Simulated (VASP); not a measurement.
Cu2B in VASP: the effect of Hubbard term

Crystal: Cu2B.

```xyz
6
Lattice="0.0000 3.2835 3.2835 3.2835 0.0000 3.2835 3.2835 3.2835 0.0000" Properties=species:S:1:pos:R:3 pbc="T T T"
Cu    0.8209    0.8209    0.8209
Cu    0.8209    2.4626    2.4626
Cu    2.4626    2.4626    0.8209
Cu    2.4626    0.8209    2.4626
B     3.2835    3.2835    3.2835
B     4.9252    4.9252    4.9252
```

The cell was built by a generator and needn't be a form met in nature.

Alike in all runs:

* Program: VASP 6.6.1
* Task: single point
* Functional: PBEsol
* Potentials or basis: VASP PAW PBE potentials, release 64 (Cu, B)
* Cutoff: 520 eV
* k mesh: 5 × 5 × 5
* Occupations: fermi-dirac, width 0.05 eV
* Spin: no spin polarisation
* Further INCAR settings: ALGO = Normal; EDIFF = 1e-06; NBANDS = 34

| Hubbard term | pressure (GPa) |
| --- | --- |
| none | -6.4 |
| Cu d U = 2 eV | -7.9 |
| Cu d U = 3 eV | -8.5 |
| Cu d U = 4 eV | -9.2 |
| Cu d U = 5 eV | -9.6 |
| Cu d U = 6 eV | ? |
| Cu d U = 8 eV | -11.3 |

**Question.** What does the run with Hubbard term Cu d U = 6 eV give?

**Answer.** Pressure -10.2 GPa.

Worked out: A parabola through the other rows of the pressure, of slope -0.537 GPa per eV there, gives -10.3 GPa, against the run's -10.2.

Caveats: the PAW data sets were made with another functional, which shifts forces and pressure a little; U without spin polarisation on a metal has little footing (some runs); the U is typed as a test and isn't derived for this compound (some runs).
